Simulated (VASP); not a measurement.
The system is Mn2FeSe3.

```
CELL_PARAMETERS angstrom
3.52575 0.00000 0.00000
-1.76287 3.05339 0.00000
0.00000 0.00000 8.56452
ATOMIC_POSITIONS crystal
Se 0.00000 0.00000 0.50000
Se 0.66667 0.33333 0.83940
Se 0.33333 0.66667 0.16060
Fe 0.00000 0.00000 0.00000
Mn 0.66667 0.33333 0.33322
Mn 0.33333 0.66667 0.66678
```

The cell comes from a database or a generator and needn't be the stable form of this composition.

* Program: VASP 6.6.1
* Task: single point
* Functional: PBE
* Potentials or basis: VASP PAW PBE potentials, release 64 (Se, Fe, Mn_pv)
* Cutoff: 520 eV
* k mesh: 9 × 9 × 3
* Occupations: fermi-dirac, width 0.05 eV
* Spin: collinear spin, ferromagnetic start
* Starting moments: [0.0, 0.0, 0.0, 3.0, 4.0, 4.0] μB

On this cell: pressure 16.1 GPa; largest force 0.260 eV/Å; net moment 10.28 μB per cell; site moments Se +0.05, +0.04; Fe +2.46; Mn +3.60 μB; band gap on the k mesh none (metal or under the smearing width).

The same run follows on a disturbed copy (atoms moved at random, drawn with an rms of 0.05 Å):

```
Se Fe Mn
1.0
     3.52575    0.00000    0.00000
    -1.76287    3.05339    0.00000
     0.00000    0.00000    8.56452
Se Fe Mn
3 1 2
Cartesian
  -0.0243 -0.0244 4.2468
  1.7973 1.0115 7.1884
  -0.0172 2.0094 1.3328
  -0.0231 -0.0340 -0.0025
  1.7452 0.9540 2.8441
  0.0034 2.0966 5.6603
```

Task: What does the disturbed cell give?

Result: The energy (extrapolated to zero smearing) moves by +5.3 meV/atom; pressure 16.3 GPa; largest force 0.666 eV/Å; net moment 10.18 μB per cell; site moments Se +0.05, +0.04; Fe +2.33; Mn +3.62, +3.63 μB; band gap on the k mesh none (metal or under the smearing width).

Forces on the atoms (eV/Å):
```
Se   0.160  0.147  0.041
Se  -0.167  0.098 -0.078
Se  -0.056 -0.110  0.079
Fe   0.169  0.098 -0.097
Mn  -0.034  0.216 -0.431
Mn  -0.072 -0.449  0.486
```

Stress tensor (GPa, compression positive):
```
16.40 -0.50 -0.29
-0.50 16.54 -0.38
-0.29 -0.38 15.85
```

Caveats: semilocal functionals often make such compounds metallic where correlation or magnetic order opens a gap, which also shifts bond lengths; only a ferromagnetic start was run, and an antiferromagnetic order may lie lower in energy; so large a pressure means that the cell lies far from this level's equilibrium, or that cutoff or potentials fall short (some runs).
